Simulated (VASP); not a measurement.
Input:

```yaml
crystal:
  lattice:
    - [3.51450, 0.00000, 0.00000]
    - [0.00000, 4.97025, 0.00000]
    - [0.00000, 0.00000, 16.27550]
  atoms:
    - { symbol: Fe, position: [0.00000, 0.45816, 0.38433], spin: 4.0 }
    - { symbol: Fe, position: [0.00000, 0.95816, 0.53856], spin: 4.0 }
    - { symbol: Fe, position: [0.00000, 0.45816, 0.69279], spin: 4.0 }
    - { symbol: Ni, position: [0.50000, 0.20816, 0.30721], spin: 2.0 }
    - { symbol: Ni, position: [0.50000, 0.70816, 0.30721], spin: 2.0 }
    - { symbol: Ni, position: [0.00000, 0.95816, 0.38433], spin: 2.0 }
    - { symbol: Ni, position: [0.50000, 0.70816, 0.46144], spin: 2.0 }
    - { symbol: Ni, position: [0.50000, 0.20816, 0.46144], spin: 2.0 }
    - { symbol: Ni, position: [0.00000, 0.45816, 0.53856], spin: 2.0 }
    - { symbol: Ni, position: [0.50000, 0.20816, 0.61567], spin: 2.0 }
    - { symbol: Ni, position: [0.50000, 0.70816, 0.61567], spin: 2.0 }
    - { symbol: Ni, position: [0.00000, 0.95816, 0.69279], spin: 2.0 }
```

All values below come from PBE GGA, VASP's PBE PAW potentials (set 64) (plane waves; VASP). Numerical set-up: 300 eV cut-off, 5×3×1 Γ-centred mesh, Gaussian smearing of 0.050 eV, potentials Fe Ni.

At this cut-off the stress carries a Pulay error, which pulls relaxed volumes low. The cell holds a wide vacuum, so values per volume refer to the whole cell.

**Question.** Give the force on each atom (eV/Å).

**Answer.** 
```csv
atom,Fx,Fy,Fz
Fe1,0.000,0.000,-0.694
Fe2,0.000,0.000,0.189
Fe3,0.000,0.000,-0.621
Ni4,0.000,0.109,0.545
Ni5,0.000,-0.109,0.545
Ni6,0.000,0.000,-0.326
Ni7,0.000,0.023,-0.141
Ni8,0.000,-0.023,-0.141
Ni9,0.000,0.000,0.257
Ni10,0.000,0.043,0.510
Ni11,0.000,-0.043,0.510
Ni12,0.000,0.000,-0.635
```

**Question.** Give the stress tensor in GPa (positive for a compressed cell).

**Answer.** 
```
-2.97   0.00   0.00
 0.00  -1.87   0.00
 0.00   0.00  -1.88
```
The pressure is its mean diagonal, -2.24 GPa.

The cell is a sheet with vacuum, built from a generated structure.
